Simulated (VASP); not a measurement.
An input for Ansatz (written as the equivalent of a VASP run, and not itself run):

Ansatz 0.2 input:
```yaml
crystal:
  lattice:
    - [0.0227203, 4.1967033, 4.1929441]
    - [4.1967033, 0.0227203, 4.1929441]
    - [2.1097118, 2.1097118, 0.0000000]
  atoms:
    - { symbol: V, position: [0.0000000, 0.0000000, 0.0000000] }
    - { symbol: V, position: [0.0000000, 0.5000000, 0.0000000] }
    - { symbol: V, position: [0.5000000, 0.0000000, 0.0000000] }
    - { symbol: N, position: [0.2431442, 0.2431442, 0.5137115] }
    - { symbol: N, position: [0.2373916, 0.7626084, 0.5000000] }
    - { symbol: N, position: [0.7626084, 0.2373916, 0.5000000] }
    - { symbol: N, position: [0.7568558, 0.7568558, 0.4862885] }
    - { symbol: Hf, position: [0.5000000, 0.5000000, 0.0000000] }
kpoints:
  mp_grid: { grid: [6, 6, 11] }
hamiltonian:
  xc: pbesol
  pseudopotentials: { kind: paw }
scf:
  occupations: { method: methfessel_paxton, width: 0.1 }
  max_iter: 100
relax:
  max_steps: 60
  f_tol: 0.02
  cell: {}
output: { forces: true, stress: true, eigenvalues: true }
```

Q: Write the VASP files for the same calculation (PBEsol).

A: One answer among several that fit: 
**KPOINTS**
```
Automatic mesh
0
Gamma
6 6 11
0 0 0
```

POSCAR:
```
HfV3N4
1
    0.0227203250     4.1967033452     4.1929441419
    4.1967033452     0.0227203250     4.1929441419
    2.1097118351     2.1097118351    -0.0000000000
V N Hf
3 4 1
Direct
  0.0000000000   0.0000000000   0.0000000000
  0.0000000000   0.5000000000   0.0000000000
  0.5000000000   0.0000000000   0.0000000000
  0.2431442323   0.2431442323   0.5137115354
  0.2373915655   0.7626084345   0.5000000000
  0.7626084345   0.2373915655   0.5000000000
  0.7568557677   0.7568557677   0.4862884646
  0.5000000000   0.5000000000   0.0000000000
```

**INCAR**
```
LMAXMIX = 6
PREC = Accurate
SYSTEM = HfV3N4
ISMEAR = 1
LREAL = F   ! projection in real space or not
EDIFF = 1E-6
EDIFFG = -0.02
GGA = PS   ! PBEsol
LCHARG = F
NELM = 100   ! most electronic steps
SIGMA = 0.1
IBRION = 2   ! conjugate gradients
ENCUT = 520   ! plane-wave cut-off (eV)
ISIF = 3   ! ions, shape and volume
LWAVE = F
ALGO = Normal
NSW = 60   ! most ionic steps
LASPH = T   ! aspherical one-centre terms
```

POTCAR, in this order: V_sv N Hf_pv (PBE.64 set). Program: vasp_std.

Limits of the translation: each code has its own PAW files, so the cut-off isn't converted (ENCUT is set for VASP's; basis.ecutwfc is left out, and Ansatz then takes the one that its files recommend); Ansatz stops its SCF on the density residual and VASP on the energy change (EDIFF).

The structure was generated: HfV3N4 was put into an ordered model structure (Cmmm), which need not be its known phase. This run relaxes it. Symmetry was kept, so distortions that lower it aren't found. The start is the result of an earlier pass.
